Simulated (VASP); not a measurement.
```xyz
2
Lattice="0.0000 2.8994 2.8994 2.8994 0.0000 2.8994 2.8994 2.8994 0.0000" Properties=species:S:1:pos:R:3 pbc="T T T"
Nb     4.3491     4.3491     4.3491
Nb     2.8994     2.8994     2.8994
```

Calculation: PBEsol GGA, VASP's PBE PAW potentials (set 64) (plane waves; VASP). Numerical set-up: 400 eV cut-off, 12×12×12 Γ-centred mesh, tetrahedra with Blöchl corrections, potentials Nb_sv.

Task: Predict the energy per atom (σ→0), band gap (on the k-mesh) with the smallest direct gap where there is one.

Result: 
```yaml
band gap (on the k-mesh): none (metal, semimetal or under 0.01 eV)
energy per atom (σ→0): -8.288 eV/atom
```

The structure was generated: Nb was put into the diamond type (Fd-3m), which need not be its known phase. It was relaxed first.
